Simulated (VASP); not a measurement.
## Ba: stress against strain

Ba (bcc, Im-3m, 58.643 Å³/atom and stress up to 0.03 GPa in the relaxed cell, cube axes along x, y and z) under an equal strain ε along x and y, with z held. PBEsol in VASP (plane waves, PAW), 480 eV, 12×12×12 Γ-centred mesh, Methfessel-Paxton smearing 0.10 eV. Against the start cell, which lies near the measured one, the relaxed cell differs by -7.3 % in volume; the values below rest on it. Stress is positive for a compressed cell.

Here s stands for strain and y for stress xx.

| strain (%) | stress xx (GPa) |
|---|---|
| -3.00 | ? |
| -1.50 | 0.28 |
| -1.00 | 0.17 |
| -0.50 | 0.07 |
| 0.00 | -0.03 |
| 0.50 | -0.12 |
| 1.00 | -0.21 |
| 1.50 | -0.30 |

The 7 complete rows are fitted with a straight line, y against s. Means: s 0, y -0.020. About the means, the sum of products is -1.3450 and the sum of squares of s is 7.0000; the slope is their ratio. Least squares gives y = -0.020 - 0.1921·s. Residuals (row less fit): 0.012, -0.002, -0.006, -0.010, -0.004, 0.002, 0.008; standard error 0.009 (degrees of freedom: 5). The slope gives the elastic constants C11 + C12 = about 19 GPa.

Estimate the missing y (s = -3.00); what did the run itself give?

y = -0.020 - 0.1921 × (-3.0) = 0.556 GPa. The calculation gives 0.63 GPa, 0.074 GPa above the prediction (8.0 % of the range of y in the table). The row lies outside the fitted rows, so this is an extrapolation. From the scatter of the fitted rows alone, a prediction at this place has a standard error of 0.013 GPa, so the miss is 5.7 times that.

A polynomial of degree 2 through the 12 other runs of the series gives 0.62 there, so most of the miss is curvature that the fit leaves out. In a metal these values are sensitive to mesh and smearing; energies are taken to zero smearing, stresses follow the free energy. Rows are the converged runs of the series near zero and its far end, less any whose ions stayed unrelaxed beside relaxed ones; series whose fitted rows scatter by over a few per cent of the range, as at a crossing or softening among them, aren't shown in this form. Most that stay on the fit to the last digits aren't either.
